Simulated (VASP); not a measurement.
Calculation: revTPSS meta-GGA, VASP's PBE PAW potentials (set 64) (plane waves; VASP).

The input files of a VASP run:

**INCAR**
```
ALGO = Normal
EDIFF = 1E-6
EDIFFG = -0.01
ENCUT = 520
IBRION = 2
ISIF = 3
ISMEAR = 1
LASPH = .True.
LCHARG = .False.
LMAXMIX = 4
LMIXTAU = .True.
LREAL = .False.
LWAVE = .False.
METAGGA = RTPSS
NELM = 100
NSW = 60
PREC = Accurate
SIGMA = 0.1
SYSTEM = Zr
```

### POSCAR
```
Zr
1
    1.6150000000    -2.7972620000     0.0000000000
    1.6150000000     2.7972620000     0.0000000000
    0.0000000000     0.0000000000     5.1500000000
Zr
2
Direct
  0.3333330000   0.6666670000   0.2500000000
  0.6666670000   0.3333330000   0.7500000000
```

### KPOINTS
```
Automatic
0
gamma
  12 12 7
0 0 0
```

POTCAR, in this order: Zr_sv (PBE.64 set). Program: vasp_std.

Output

OUTCAR:
```
 ion  position               nearest neighbor table
   1  0.333  0.667  0.250-   2 3.18   2 3.18   2 3.18   2 3.18   2 3.18   2 3.18
   2  0.667  0.333  0.750-   1 3.18   1 3.18   1 3.18   1 3.18   1 3.18   1 3.18
  LATTYP: Found a hexagonal cell.
 ALAT       =     3.2299999530
 C/A-ratio  =     1.5944272678
 Subroutine PRICEL returns:
 Original cell was already a primitive cell.
 Subroutine GETGRP returns: Found 24 space group operations
The static configuration has the point symmetry D_3d.
 The point group associated with its full space group is D_6h.
The dynamic configuration has the point symmetry D_3d.
 Subroutine INISYM returns: Found 24 space group operations
 Subroutine IBZKPT returns following result:
 Found     76 irreducible k-points:

 Following reciprocal coordinates:
            Coordinates               Weight
  0.000000  0.000000  0.000000      1.000000
  0.083333  0.000000  0.000000      6.000000
  0.166667 -0.000000  0.000000      6.000000
  0.250000 -0.000000  0.000000      6.000000
  0.333333  0.000000  0.000000      6.000000
  0.416667  0.000000  0.000000      6.000000
  0.500000 -0.000000  0.000000      3.000000
...
```

**OSZICAR**
```
...
DAV:  12     0.474152695698E+02    0.51084E+02   -0.38287E+06  2432   0.249E+07    0.402E+01
DAV:  13    -0.180205072903E+06   -0.18025E+06   -0.18025E+06  2448   0.215E+04    0.372E+01
DAV:  14    -0.276428380499E+01    0.18020E+06   -0.60192E+02  2536   0.771E+01    0.367E+01
DAV:  15    -0.274681374044E+01    0.17470E-01   -0.75443E+00  2696   0.179E+01    0.360E+01
DAV:  16    -0.269031180232E+04   -0.26876E+04   -0.33710E+04  2688   0.159E+05    0.196E+01
DAV:  17    -0.622603289101E+04   -0.35357E+04   -0.31741E+04  4184   0.207E+03    0.116E+01
DAV:  18    -0.729592341253E+04   -0.10699E+04   -0.79824E+03  3640   0.615E+02    0.508E+01
DAV:  19    -0.864615809550E+04   -0.13502E+04   -0.28068E+03  3696   0.377E+02    0.150E+01
DAV:  20    -0.809401947618E+04    0.55214E+03   -0.43034E+03  3760   0.136E+02    0.400E+01
DAV:  21    -0.624328032278E+04    0.18507E+04   -0.42098E+03  3576   0.166E+02    0.349E+01
DAV:  22    -0.751663786064E+04   -0.12734E+04   -0.21060E+03  3344   0.219E+02    0.154E+01
DAV:  23    -0.744687727494E+04    0.69761E+02   -0.28566E+02  3496   0.949E+01    0.124E+01
DAV:  24    -0.857393843992E+04   -0.11271E+04   -0.10788E+03  3560   0.394E+01    0.259E+01
DAV:  25    -0.839435170304E+04    0.17959E+03   -0.43225E+02  3560   0.591E+01    0.137E+01
DAV:  26    -0.653693448812E+04    0.18574E+04   -0.45367E+02  3408   0.753E+01    0.115E+01
DAV:  27    -0.593043496695E+04    0.60650E+03   -0.97945E+01  3952   0.432E+01    0.989E+00
DAV:  28     0.389462350856E+01    0.59343E+04   -0.54833E+02  3272   0.200E+01    0.988E+00
DAV:  29     0.369765790558E+01   -0.19697E+00   -0.94330E-01  3808   0.397E+00    0.105E+01
DAV:  30     0.380946923735E+01    0.11181E+00   -0.11282E-01  2960   0.257E+00    0.937E+00
DAV:  31     0.410719827960E+01    0.29773E+00   -0.14249E-01  3848   0.334E+00    0.870E+00
DAV:  32     0.426637896389E+01    0.15918E+00   -0.70570E-02  3784   0.102E+00    0.805E+00
DAV:  33     0.429564845017E+01    0.29269E-01   -0.14805E-02  2744   0.119E+00    0.746E+00
DAV:  34    -0.160095776040E+04   -0.16053E+04   -0.39991E+04  2544   0.342E+05    0.703E+00
DAV:  35    -0.686582657004E+04   -0.52649E+04   -0.51817E+04  4144   0.174E+03    0.143E+01
DAV:  36     0.253708411245E+02    0.68912E+04   -0.10997E+03  2592   0.606E+01    0.693E+00
DAV:  37     0.624667735829E+01   -0.19124E+02   -0.18639E+02  3880   0.206E+00    0.623E+00
DAV:  38     0.456270028500E+01   -0.16840E+01   -0.15490E+01  2736   0.837E+00    0.629E+00
DAV:  39     0.442787838288E+01   -0.13482E+00   -0.14148E+00  3184   0.215E+00    0.617E+00
DAV:  40     0.443530544723E+01    0.74271E-02   -0.56800E-02  3504   0.565E-01    0.608E+00
DAV:  41     0.443882677651E+01    0.35213E-02   -0.88645E-03  2648   0.107E+00    0.573E+00
DAV:  42     0.450005134192E+01    0.61225E-01   -0.32543E-02  2568   0.205E+00    0.523E+00
DAV:  43     0.452578141992E+01    0.25730E-01   -0.17335E-02  3920   0.127E+00    0.533E+00
DAV:  44     0.454535925411E+01    0.19578E-01   -0.18476E-02  4008   0.113E+00    0.547E+00
DAV:  45     0.454724382946E+01    0.18846E-02   -0.15392E-02  3256   0.120E+00    0.575E+00
DAV:  46     0.454792515984E+01    0.68133E-03   -0.91816E-03  3928   0.589E-01    0.588E+00
DAV:  47     0.454738221777E+01   -0.54294E-03   -0.27270E-03  3672   0.439E-01    0.593E+00
DAV:  48     0.455167913534E+01    0.42969E-02   -0.10832E-03  2736   0.330E-01    0.586E+00
DAV:  49     0.455040982002E+01   -0.12693E-02   -0.64480E-05  3496   0.799E-02    0.583E+00
DAV:  50     0.454880540831E+01   -0.16044E-02   -0.38960E-04  3400   0.183E-01    0.573E+00
DAV:  51     0.454717975503E+01   -0.16257E-02   -0.54612E-04  3488   0.122E-01    0.569E+00
DAV:  52     0.454705835939E+01   -0.12140E-03   -0.87294E-06  2616   0.216E-02    0.569E+00
DAV:  53     0.454659341156E+01   -0.46495E-03   -0.37246E-05  2536   0.533E-02    0.568E+00
DAV:  54     0.454588975297E+01   -0.70366E-03   -0.84099E-04  3192   0.247E-01    0.546E+00
DAV:  55     0.454429085481E+01   -0.15989E-02   -0.73927E-04  3184   0.231E-01    0.523E+00
DAV:  56     0.454502689406E+01    0.73604E-03   -0.27038E-03  2872   0.554E-01    0.505E+00
DAV:  57     0.454356425657E+01   -0.14626E-02   -0.33817E-04  3680   0.121E-01    0.492E+00
DAV:  58     0.454346135210E+01   -0.10290E-03   -0.78610E-04  2568   0.200E-01    0.460E+00
DAV:  59     0.454385137379E+01    0.39002E-03   -0.60861E-04  3720   0.160E-01    0.424E+00
DAV:  60     0.454640413441E+01    0.25528E-02   -0.22940E-04  2520   0.137E-01    0.414E+00
DAV:  61     0.454377643427E+01   -0.26277E-02   -0.48780E-03  2464   0.461E-01    0.306E+00
DAV:  62     0.454276595595E+01   -0.10105E-02   -0.60069E-04  3632   0.208E-01    0.304E+00
DAV:  63     0.454685517477E+01    0.40892E-02   -0.13043E-03  2456   0.351E-01    0.294E+00
DAV:  64     0.454655279375E+01   -0.30238E-03   -0.42881E-03  2696   0.494E-01    0.297E+00
DAV:  65     0.454528000247E+01   -0.12728E-02   -0.39798E-03  3632   0.456E-01    0.289E+00
DAV:  66    -0.220114047904E+04   -0.22057E+04   -0.56887E+04  2544   0.490E+05    0.179E+00
DAV:  67    -0.446024784726E+05   -0.42401E+05   -0.51323E+06  2432   0.198E+07    0.178E+00
DAV:  68    -0.169905612625E+06   -0.12530E+06   -0.13000E+06  2576   0.111E+05    0.185E+00
DAV:  69    -0.446000812091E+05    0.12531E+06   -0.52126E+04  4392   0.264E+04    0.100E+01
DAV:  70    -0.184860070906E+06   -0.14026E+06   -0.99031E+06  2432   0.197E+07    0.243E+00
DAV:  71    -0.226950253364E+06   -0.42090E+05   -0.41449E+04  2552   0.567E+04    0.317E+00
DAV:  72    -0.213967597422E+06    0.12983E+05   -0.55766E+03  3760   0.107E+04    0.343E+00
DAV:  73     0.517917468898E+01    0.21397E+06   -0.70168E+02  2712   0.687E+01    0.310E+00
DAV:  74     0.540038302212E+01    0.22121E+00   -0.52498E+00  2736   0.144E+01    0.226E+00
DAV:  75     0.506030561887E+01   -0.34008E+00   -0.21973E+00  2616   0.238E+01    0.228E+00
DAV:  76     0.511854261447E+01    0.58237E-01   -0.12355E+00  2648   0.152E+01    0.221E+00
DAV:  77     0.584252987576E+01    0.72399E+00   -0.19589E+00  2456   0.219E+01    0.199E+00
DAV:  78     0.554215799530E+01   -0.30037E+00   -0.10661E+00  2480   0.130E+01    0.194E+00
DAV:  79     0.582091577367E+01    0.27876E+00   -0.50192E-01  2496   0.108E+01    0.193E+00
DAV:  80     0.583898607892E+01    0.18070E-01   -0.96983E-01  2456   0.160E+01    0.193E+00
DAV:  81     0.459764681103E+01   -0.12413E+01   -0.14211E+00  2432   0.144E+01    0.310E+00
DAV:  82     0.459825050144E+01    0.60369E-03   -0.73257E-02  2864   0.286E+00    0.302E+00
DAV:  83     0.468070461108E+01    0.82454E-01   -0.12364E-01  2488   0.471E+00    0.286E+00
DAV:  84     0.467750571333E+01   -0.31989E-02   -0.14801E-01  2520   0.501E+00    0.258E+00
DAV:  85     0.469502318962E+01    0.17517E-01   -0.10944E-01  2480   0.467E+00    0.243E+00
DAV:  86    -0.419594028534E+04   -0.42006E+04   -0.77517E+04  2568   0.533E+05    0.277E+00
DAV:  87    -0.106018481753E+05   -0.64059E+04   -0.67529E+04  3592   0.377E+03    0.356E+00
DAV:  88    -0.124388977766E+05   -0.18370E+04   -0.88899E+03  3696   0.105E+03    0.359E+00
DAV:  89    -0.120278362873E+05    0.41106E+03   -0.51650E+02  3664   0.330E+02    0.212E+00
DAV:  90    -0.122328911119E+05   -0.20505E+03   -0.16348E+02  3720   0.942E+01    0.150E+00
DAV:  91    -0.119542898009E+05    0.27860E+03   -0.80496E+01  3704   0.430E+01    0.174E+00
DAV:  92     0.453281743328E+01    0.11959E+05   -0.54629E+02  2496   0.184E+01    0.219E+00
DAV:  93     0.463125956904E+01    0.98442E-01   -0.18179E-01  2560   0.601E+00    0.214E+00
DAV:  94     0.467735917305E+01    0.46100E-01   -0.32471E-01  2464   0.728E+00    0.215E+00
DAV:  95     0.500687752996E+01    0.32952E+00   -0.52982E-01  2528   0.110E+01    0.211E+00
DAV:  96     0.853823819004E+02    0.80376E+02   -0.42944E+06  2432   0.202E+07    0.137E+00
DAV:  97     0.485574824226E+01   -0.80527E+02   -0.23689E+02  2440   0.681E+01    0.229E+00
DAV:  98     0.482997110380E+01   -0.25777E-01   -0.14303E+00  2480   0.156E+01    0.210E+00
DAV:  99     0.489730425274E+01    0.67333E-01   -0.37455E-01  2456   0.966E+00    0.203E+00
DAV: 100    -0.463740907648E+04   -0.46423E+04   -0.79967E+04  2576   0.495E+05
   1 F= -.46374091E+04 E0= -.46374084E+04  d E =-.463741E+04
```

### OUTCAR
```
------------------------ aborting loop EDIFF was not reached (unconverged)  ----------------------------
  FORCE on cell =-STRESS in cart. coord.  units (eV):
  Direction    XX          YY          ZZ          XY          YZ          ZX
  --------------------------------------------------------------------------------------
  Total    -1557.7228278  -1557.7227674  -1130.1380414      0.0000000      0.0000000     -0.0000000
  in kB   -53636.1837293 -53636.1816498 -38913.4000917      0.0000000      0.0000000     -0.0000000
  external PRESSURE =  -48728.5884903 kB  Pullay stress =       0.0000000 kB
  volume of cell :       46.53
      direct lattice vectors                 reciprocal lattice vectors
     1.615000000 -2.797262000  0.000000000     0.309597523 -0.178746217  0.000000000
     1.615000000  2.797262000  0.000000000     0.309597523  0.178746217  0.000000000
     0.000000000  0.000000000  5.150000000     0.000000000  0.000000000  0.194174757
 POSITION                                       TOTAL-FORCE (eV/Angst)
 -----------------------------------------------------------------------------------
      1.61500      0.93242      1.28750         0.000000      0.000000      0.000000
      1.61500     -0.93242      3.86250        -0.000000     -0.000000      0.000000
 -----------------------------------------------------------------------------------
    total drift:                                0.000000      0.001117     -0.000019
  FREE ENERGIE OF THE ION-ELECTRON SYSTEM (eV)
  ---------------------------------------------------
  free  energy   TOTEN  =     -4637.4090764757 eV

  energy  without entropy=    -4637.4071392076  energy(sigma->0) =    -4637.40843072
```
(Selected blocks of OUTCAR.)

**stdout**
```
...
|           WW  WW  A    A  R   R   N   NN  II  N   NN  G    G                |
|           W    W  A    A  R    R  N    N  II  N    N   GGGG   !!!           |
|                                                                             |
|     The electronic self-consistency was not achieved in the given           |
|     number of steps (NELM). The forces and other quantities evaluated       |
|     might not be reliable so examine the results carefully. If you find     |
|     spurious results, we suggest increasing NELM, if you were close to      |
|     convergence or switching to a different ALGO or adjusting the           |
|     density mixing parameters otherwise.                                    |
|                                                                             |
 -----------------------------------------------------------------------------

   1 F= -.46374091E+04 E0= -.46374084E+04  d E =-.463741E+04
 curvature:   0.00 expect dE= 0.000E+00 dE for cont linesearch  0.000E+00
 trial: gam= 0.00000 g(F)=  0.167E-38 g(S)=  0.148E+06 ort = 0.000E+00 (trialstep = 0.100E+01)
 search vector abs. value=  0.148E+06
 bond charge predicted

 -----------------------------------------------------------------------------
|                                                                             |
|     EEEEEEE  RRRRRR   RRRRRR   OOOOOOO  RRRRRR      ###     ###     ###     |
|     E        R     R  R     R  O     O  R     R     ###     ###     ###     |
|     E        R     R  R     R  O     O  R     R     ###     ###     ###     |
|     EEEEE    RRRRRR   RRRRRR   O     O  RRRRRR       #       #       #      |
|     E        R   R    R   R    O     O  R   R                               |
|     E        R    R   R    R   O     O  R    R      ###     ###     ###     |
|     EEEEEEE  R     R  R     R  OOOOOOO  R     R     ###     ###     ###     |
|                                                                             |
|     Orbital orthonormalization failed in the inversion of matrix            |
|     LAPACK: Routine ZPOTRF failed! kpoint: 1 spin: 1                        |
|                                                                             |
|     Possible solutions for this issue are:                                  |
|     - Please check whether the atoms are too close to each other.           |
|     - Decreasing POTIM might help during relaxations or MDs.                |
|     - Deleting CHGCAR or WAVECAR if incompatible with the structure.        |
|     - Try calculating without symmetrizing (ISYM = 0 or ISYM = -1).         |
|                                                                             |
|       ---->  I REFUSE TO CONTINUE WITH THIS SICK JOB ... BYE!!! <----       |
|                                                                             |
 -----------------------------------------------------------------------------
```

VASP stops with an error: Orbital orthonormalization failed in the inversion of matrix LAPACK: Routine ZPOTRF failed! kpoint: 1 spin: 1 Possible solutions for this issue are: - Please check whether the atoms are too close to each other. - Decreasing POTIM might help during relaxations or MDs. - Deleting CHGCAR or WAVECAR if incompatible with the structure. - Try calculating without symmetrizing (ISYM = 0 or ISYM = -1). ----> I REFUSE TO CONTINUE WITH THIS SICK JOB ... BYE!!! <----

The run did not end as a converged relaxation.

The compound is Zr in the hcp structure. The cell was not relaxed at this level.
